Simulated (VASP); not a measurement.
Here is the system:

```
CELL_PARAMETERS angstrom
      0.00000     2.70500     2.70500
      2.70500     0.00000     2.70500
      2.70500     2.70500     0.00000
ATOMIC_POSITIONS crystal
  Zn 0.00000 0.00000 0.00000
  S  0.25000 0.25000 0.25000
```

Calculation: PBE GGA, VASP's PBE PAW potentials (set 64) (plane waves; VASP). Settings: 400 eV cut-off, 6×6×6 Γ-centred mesh, Gaussian smearing of 0.050 eV, potentials Zn S.

Question: Give the stress tensor in GPa (positive for a compressed cell).

Answer: 
```
1.28  0.00  0.00
0.00  1.28  0.00
0.00  0.00  1.28
```
The pressure is its mean diagonal, 1.28 GPa.

The compound is ZnS in the zinc blende structure. The cell was not relaxed at this level.
